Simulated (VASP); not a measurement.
# TiSi (relaxed from the WC structure, space group P-6m2): computed properties

Calculation: r2SCAN meta-GGA, VASP's PBE PAW potentials (set 64) (plane waves; VASP).

For TiSi, the space group comes out as P-6m2 (187) and the cell is a = b = 2.8606 Å, c = 4.1901 Å, α = β = 90.00°, γ = 120.00°. The volume per atom comes out as 14.85 Å³/atom. The band gap (over mesh and band path) comes out as none (metal, semimetal or under 0.01 eV) and the density is 4.25 g/cm³.

Space group P-6m2 (No. 187); a = 2.8606 Å, b = 2.8606 Å, c = 4.1901 Å, α = 90.00°, β = 90.00°, γ = 120.00°

```tsv
atom	site	symmetry	x	y	z
Ti	1a	-6m2	0.0000	0.0000	0.0000
Si	1f	-6m2	0.6667	0.3333	0.5000
```

The structure was generated: TiSi was put into the WC type (P-6m2), which need not be its known phase. It was relaxed first, which changed the volume by -15 %. Symmetry was kept, so distortions that lower it aren't found.
